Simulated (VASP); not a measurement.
Input:

```
Cd
1.0
    1.45872    -2.52658     0.00000
    1.45872     2.52658     0.00000
    0.00000     0.00000     5.09956
Cd
2
Direct
  0.33333   0.66667   0.25000
  0.66667   0.33333   0.75000
```

The numbers are results of LDA (Ceperley-Alder, Perdew-Zunger), VASP's LDA PAW potentials (set 64) (plane waves; VASP), not measurements. Run with 500 eV cut-off, 14×14×7 Γ-centred mesh, first-order Methfessel-Paxton smearing of 0.10 eV, potentials Cd.

Energy and stress use the plane-wave basis of the starting cell.

**Question.** The ions, cell shape and volume at an external pressure of 10.0 GPa are relaxed. What does this cell relax into?

**Answer.** 
```
Cd
1.0
    1.44094    -2.49578     0.00000
    1.44094     2.49578     0.00000
    0.00000     0.00000     4.99806
Cd
2
Direct
  0.33333   0.66667   0.25000
  0.66667   0.33333   0.75000
```
Space group P6_3/mmc (194), at a tolerance of 0.03 Å.

**Question.** How do energy and volume change from the first to the last step?

**Answer.** The energy (σ→0) changes by +38.2 meV/atom and the volume by -4.4 %, in 8 ionic steps.

| step | E(σ→0) (eV) | max force (eV/Å) | pressure (GPa) | volume (Å³) |
|---|---|---|---|---|
| 1 | -3.0014 | 0.000 | 5.04 | 37.59 |
| 2 | -2.8077 | 0.000 | 16.03 | 34.51 |
| 3 | -2.9287 | 0.000 | 9.94 | 36.02 |
| 4 | -2.9268 | 0.000 | 10.05 | 35.98 |
| 5 | -2.9260 | 0.000 | 10.18 | 35.97 |
| 6 | -2.9256 | 0.000 | 10.12 | 35.96 |
| 7 | -2.9245 | 0.000 | 10.17 | 35.94 |
| 8 | -2.9250 | 0.000 | 10.01 | 35.95 |

The compound is Cd in the hcp structure. This run relaxes it under an external pressure of 10 GPa. Symmetry was kept, so distortions that lower it aren't found.
